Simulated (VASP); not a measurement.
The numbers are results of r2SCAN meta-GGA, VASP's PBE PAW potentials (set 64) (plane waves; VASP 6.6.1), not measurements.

VASP ran on this input.

**KPOINTS**
```
Automatic
0
Gamma
  6 6 4
```

**POSCAR**
```
ZrO2
1
    3.5874706623     0.0000000000    -0.0000000000
    0.0000000000     3.5874706623     0.0000000000
    0.0000000000     0.0000000000     5.1689096446
Zr O
2 4
Direct
  0.0000000000   0.0000000000   0.0000000000
  0.5000000000   0.5000000000   0.5000000000
  0.0000000000   0.5000000000   0.2030992437
  0.0000000000   0.5000000000   0.7030992437
  0.5000000000   0.0000000000   0.2969007563
  0.5000000000   0.0000000000   0.7969007563
```

### INCAR
```
SIGMA  =  0.05   ! width (eV)
PREC  =  Accurate
EDIFF  =  1E-6   ! SCF stop (eV)
LWAVE  =  .FALSE.
LASPH  =  .TRUE.   ! aspherical one-centre terms
LREAL  =  .FALSE.
NELM  =  100   ! most electronic steps
EDIFFG  =  -0.02   ! ionic stop
NSW  =  60
LCHARG  =  .FALSE.
IBRION  =  2
LMAXMIX  =  4
ENCUT  =  520
SYSTEM  =  ZrO2
ISIF  =  3   ! ions, shape and volume
METAGGA  =  R2SCAN
ALGO  =  Normal
LMIXTAU  =  .TRUE.
ISMEAR  =  0   ! Gaussian
```

POTCAR, in this order: Zr_sv O (PBE.64 set). Program: vasp_std.

Problem. What will the output report for the number of irreducible k-points (NKPTS), number of bands (NBANDS), largest plane-wave count, number of space-group operations, FFT grid (NGX, NGY, NGZ)?

Solution. 
```yaml
number of irreducible k-points (NKPTS): 30
number of bands (NBANDS): 28
largest_plane_wave_count: 1819
number_of_space_group_operations: 16
FFT grid (NGX, NGY, NGZ): 28 × 28 × 40
```

The structure was generated: ZrO2 was put into the tetragonal-ZrO2 type (P4_2/nmc), which need not be its known phase. This run relaxes it. Symmetry was kept, so distortions that lower it aren't found. The start is the result of an earlier pass.
